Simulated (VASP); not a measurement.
Input:

```
Mg2Sn
1.0
    0.00000     3.38429     3.38429
    3.38429     0.00000     3.38429
    3.38429     3.38429     0.00000
Mg Sn
2 1
Direct
  0.25000   0.25000   0.25000
  0.75000   0.75000   0.75000
  0.00000   0.00000   0.00000
```

Level of theory: rev-vdW-DF2, VASP's PBE PAW potentials (set 64) (plane waves; VASP 6.6.1). Numerical set-up: 520 eV cut-off, Gaussian smearing of 0.050 eV, potentials Mg Sn_d.

Unless said otherwise, spin-orbit coupling is left out, though it shifts the bands of the heavy elements here.

Q: Estimate the band gap (along the path) with the smallest direct gap where there is one.

A: 
```
Property                                                      Value
-------------------------  ----------------------------------------
band gap (along the path)  none (metal, semimetal or under 0.01 eV)
```

The absolute energy has meaning only against runs of the same code, potentials and settings.

The compound is Mg2Sn in the antifluorite structure. It was relaxed first.
